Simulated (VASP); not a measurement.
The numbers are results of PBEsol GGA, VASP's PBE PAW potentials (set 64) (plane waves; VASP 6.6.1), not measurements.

VASP input:

File POSCAR:
```
Ti
1
    1.4750000000    -2.5547750000     0.0000000000
    1.4750000000     2.5547750000     0.0000000000
    0.0000000000     0.0000000000     4.6800000000
Ti
2
Direct
  0.3333330000   0.6666670000   0.2500000000
  0.6666670000   0.3333330000   0.7500000000
```

File KPOINTS:
```
Automatic mesh
0
Gamma
13 13 7
0 0 0
```

### INCAR
```
# general
SYSTEM  = Ti
PREC    = Accurate
ENCUT   = 520
LREAL   = .False.
LASPH   = .True.

# electronic loop
EDIFF   = 1E-6
NELM    = 100
ALGO    = Normal
LMAXMIX = 4

# smearing
ISMEAR  = 1
SIGMA   = 0.1

# functional
GGA     = PS

# ions
IBRION  = 2
NSW     = 60
ISIF    = 3
EDIFFG  = -0.01

# output
LWAVE   = .False.
LCHARG  = .False.
```

POTCAR, in this order: Ti_sv (PBE.64 set). Program: vasp_std.

The resulting files:

OSZICAR:
```
       N       E                     dE             d eps       ncg     rms          rms(c)
DAV:   1     0.244328713586E+03    0.24433E+03   -0.13604E+04  2688   0.186E+03
DAV:   2     0.893035495836E+01   -0.23540E+03   -0.23406E+03  2800   0.490E+02
DAV:   3    -0.178855961643E+02   -0.26816E+02   -0.26602E+02  5296   0.135E+02
DAV:   4    -0.189971488222E+02   -0.11116E+01   -0.11114E+01  2752   0.289E+01
DAV:   5    -0.190617644529E+02   -0.64616E-01   -0.64612E-01  4520   0.480E+00    0.123E+01
DAV:   6    -0.166529411366E+02    0.24088E+01   -0.90483E+00  3184   0.347E+01    0.291E+00
DAV:   7    -0.166270664835E+02    0.25875E-01   -0.90894E-01  4040   0.788E+00    0.205E+00
DAV:   8    -0.166505545686E+02   -0.23488E-01   -0.23065E-01  3184   0.650E+00    0.709E-01
DAV:   9    -0.166408600982E+02    0.96945E-02   -0.60453E-02  3256   0.273E+00    0.667E-02
DAV:  10    -0.166410832458E+02   -0.22315E-03   -0.23207E-03  4256   0.386E-01    0.920E-02
DAV:  11    -0.166411882194E+02   -0.10497E-03   -0.26973E-04  3072   0.137E-01    0.243E-02
DAV:  12    -0.166411830862E+02    0.51332E-05   -0.46414E-05  4080   0.519E-02    0.128E-02
DAV:  13    -0.166411829947E+02    0.91482E-07   -0.13106E-06  2192   0.124E-02
   1 F= -.16641183E+02 E0= -.16641170E+02  d E =-.166412E+02
       N       E                     dE             d eps       ncg     rms          rms(c)
DAV:   1    -0.196477882006E+02   -0.30066E+01   -0.75336E+01  3648   0.116E+02    0.149E+01
DAV:   2    -0.167000421308E+02    0.29477E+01   -0.12670E+01  3816   0.445E+01    0.459E+00
DAV:   3    -0.165347098904E+02    0.16533E+00   -0.23734E+00  3864   0.112E+01    0.176E+00
DAV:   4    -0.165966682771E+02   -0.61958E-01   -0.49258E-01  3392   0.583E+00    0.356E-01
DAV:   5    -0.166233381035E+02   -0.26670E-01   -0.59361E-02  3672   0.198E+00    0.623E-01
DAV:   6    -0.166540109465E+02   -0.30673E-01   -0.63356E-02  3384   0.145E+00    0.151E-01
DAV:   7    -0.166551584856E+02   -0.11475E-02   -0.37429E-03  3608   0.449E-01    0.132E-01
DAV:   8    -0.166564523116E+02   -0.12938E-02   -0.31717E-03  3376   0.409E-01    0.444E-02
DAV:   9    -0.166564787995E+02   -0.26488E-04   -0.43374E-04  4080   0.120E-01    0.934E-03
DAV:  10    -0.166564839223E+02   -0.51228E-05   -0.16332E-05  3240   0.384E-02    0.528E-03
DAV:  11    -0.166564852612E+02   -0.13389E-05   -0.59218E-06  3392   0.147E-02    0.455E-03
DAV:  12    -0.166564849504E+02    0.31085E-06   -0.57911E-07  1592   0.686E-03
   2 F= -.16656485E+02 E0= -.16656396E+02  d E =-.153020E-01
       N       E                     dE             d eps       ncg     rms          rms(c)
DAV:   1    -0.172407848767E+02   -0.58430E+00   -0.14138E+01  3680   0.540E+01    0.646E+00
DAV:   2    -0.166796423727E+02    0.56114E+00   -0.29784E+00  4072   0.203E+01    0.185E+00
DAV:   3    -0.166511343292E+02    0.28508E-01   -0.36226E-01  3704   0.422E+00    0.555E-01
DAV:   4    -0.166637746623E+02   -0.12640E-01   -0.65715E-02  3792   0.186E+00    0.255E-01
DAV:   5    -0.166752785726E+02   -0.11504E-01   -0.26266E-02  3472   0.104E+00    0.343E-01
DAV:   6    -0.166773510849E+02   -0.20725E-02   -0.56759E-03  3928   0.690E-01    0.105E-01
DAV:   7    -0.166778834625E+02   -0.53238E-03   -0.11614E-03  3496   0.246E-01    0.241E-02
DAV:   8    -0.166779509357E+02   -0.67473E-04   -0.16571E-04  4168   0.760E-02    0.108E-02
DAV:   9    -0.166779531319E+02   -0.21963E-05   -0.68772E-06  3128   0.239E-02    0.188E-03
DAV:  10    -0.166779531803E+02   -0.48400E-07   -0.10469E-06  1952   0.689E-03
   3 F= -.16677953E+02 E0= -.16677838E+02  d E =-.367702E-01
```

**OUTCAR**
```
------------------------ aborting loop because EDIFF is reached ----------------------------------------
  FORCE on cell =-STRESS in cart. coord.  units (eV):
  Direction    XX          YY          ZZ          XY          YZ          ZX
  --------------------------------------------------------------------------------------
  Total       -0.0129482     -0.0129482      0.0126566      0.0000000      0.0000000      0.0000000
  in kB       -0.6214088     -0.6214088      0.6074127      0.0000000      0.0000000      0.0000000
  external PRESSURE =      -0.2118016 kB  Pullay stress =       0.0000000 kB
  volume of cell :       33.38
      direct lattice vectors                 reciprocal lattice vectors
     1.448751995 -2.509312118  0.000000000     0.345124633 -0.199257795  0.000000000
     1.448751995  2.509312118 -0.000000000     0.345124633  0.199257795  0.000000000
    -0.000000000  0.000000000  4.591594740     0.000000000  0.000000000  0.217789256
 POSITION                                       TOTAL-FORCE (eV/Angst)
 -----------------------------------------------------------------------------------
      1.44875      0.83644      1.14790        -0.000000     -0.000000      0.000000
      1.44875     -0.83644      3.44370         0.000000      0.000000      0.000000
 -----------------------------------------------------------------------------------
    total drift:                                0.000174      0.001054     -0.000018
  FREE ENERGIE OF THE ION-ELECTRON SYSTEM (eV)
  ---------------------------------------------------
  free  energy   TOTEN  =       -16.6779531803 eV

  energy  without entropy=      -16.6776078303  energy(sigma->0) =      -16.67783806

 reached required accuracy - stopping structural energy minimisation
```
(Selected blocks of OUTCAR.)

CONTCAR:
```
Ti
   1.00000000000000
     1.4487519945474137   -2.5093121178177746    0.0000000000000000
     1.4487519945474137    2.5093121178177746   -0.0000000000000000
    -0.0000000000000000    0.0000000000000000    4.5915947397472561
  Ti
     2
Direct
     0.3333330000000032    0.6666669999999968    0.2500000000000000
     0.6666669999999968    0.3333330000000032    0.7500000000000000
```

### OUTCAR
```
 val. band max:        8.6542689635   @ k =   0.3077   0.2308   0.4286

 cond. band min:       8.6699647879   @ k =   0.3077   0.2308   0.2857


 Fermi energy:         8.6564879293

 k-point     1 :       0.0000    0.0000    0.0000
  band No.  band energies     occupation
      1     -47.9319      2.00000
      2     -47.7683      2.00000
      3     -24.6729      2.00000
      4     -23.9351      2.00000
      5     -23.9351      2.00000
      6     -23.8573      2.00000
      7     -23.8204      2.00000
      8     -23.8204      2.00000
      9       2.3296      2.00000
     10       5.8389      2.00000
     11       9.4270     -0.00000
     12       9.4270     -0.00000
     13       9.5219     -0.00000
     14       9.5490     -0.00000
     15       9.9566     -0.00000
     16       9.9566     -0.00000

 k-point     2 :       0.0769    0.0000    0.0000
  band No.  band energies     occupation
      1     -47.9250      2.00000
      2     -47.7656      2.00000
      3     -24.6579      2.00000
      4     -23.9660      2.00000
      5     -23.9454      2.00000
      6     -23.8636      2.00000
      7     -23.8525      2.00000
      8     -23.8243      2.00000
      9       2.5027      2.00000
     10       5.9764      2.00000
     11       9.1179     -0.00000
     12       9.1770     -0.00000
     13       9.5512     -0.00000
     14       9.7791     -0.00000
     15       9.8766     -0.00000
     16      10.0672     -0.00000

 k-point     3 :       0.1538    0.0000    0.0000
  band No.  band energies     occupation
      1     -47.9053      2.00000
      2     -47.7582      2.00000
      3     -24.6148      2.00000
      4     -24.0520      2.00000
      5     -23.9731      2.00000
      6     -23.9400      2.00000
      7     -23.8826      2.00000
      8     -23.8360      2.00000
      9       3.0019      2.00000
     10       6.3394      2.00000
     11       8.4971      2.04666
     12       8.6715      0.74974
     13       9.6167     -0.00000
...
```

Energy and stress use the plane-wave basis of the starting cell.

The compound is Ti in the hcp structure. This run relaxes it. Symmetry was kept, so distortions that lower it aren't found.
